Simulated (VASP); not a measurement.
Calculation: revTPSS meta-GGA, VASP's PBE PAW potentials (set 64) (plane waves; VASP).

A VASP calculation is set up with these files.

### POSCAR
```
FePt
1
    2.6408064707     0.0000000000     0.0000000000
    0.0000000000     2.6408064707     0.0000000000
    0.0000000000     0.0000000000     3.6386670985
Fe Pt
1 1
Direct
  0.0000000000   1.0000000000   0.0000000000
  0.5000000000   0.5000000000   0.5000000000
```

**INCAR**
```
ALGO  =  Normal
EDIFF  =  1E-7
EDIFFG  =  -0.01
ENCUT  =  520
IBRION  =  2
ISIF  =  4
ISMEAR  =  1
ISPIN  =  2
LASPH  =  .TRUE.
LCHARG  =  .FALSE.
LMAXMIX  =  6
LMIXTAU  =  .TRUE.
LORBIT  =  10
LREAL  =  .FALSE.
LWAVE  =  .FALSE.
MAGMOM  =  2.9 0.3
METAGGA  =  RTPSS
NELM  =  100
NSW  =  30
PREC  =  Accurate
SIGMA  =  0.1
SYSTEM  =  FePt
```

### KPOINTS
```
Automatic mesh
0
Gamma
13 13 10
0 0 0
```

POTCAR, in this order: Fe Pt (PBE.64 set). Program: vasp_std.

Q: What will the output report for the number of irreducible k-points (NKPTS), largest plane-wave count, number of space-group operations, FFT grid (NGX, NGY, NGZ)?

A: 
```json
{
  "number of irreducible k-points (NKPTS)": "168",
  "largest_plane_wave_count": "694",
  "number_of_space_group_operations": "16",
  "FFT grid (NGX, NGY, NGZ)": "20 × 20 × 28"
}
```

The compound is FePt in the L1_0 structure. This cell is one point of a volume scan, at 0.94 of the reference volume. Symmetry was kept, so distortions that lower it aren't found.
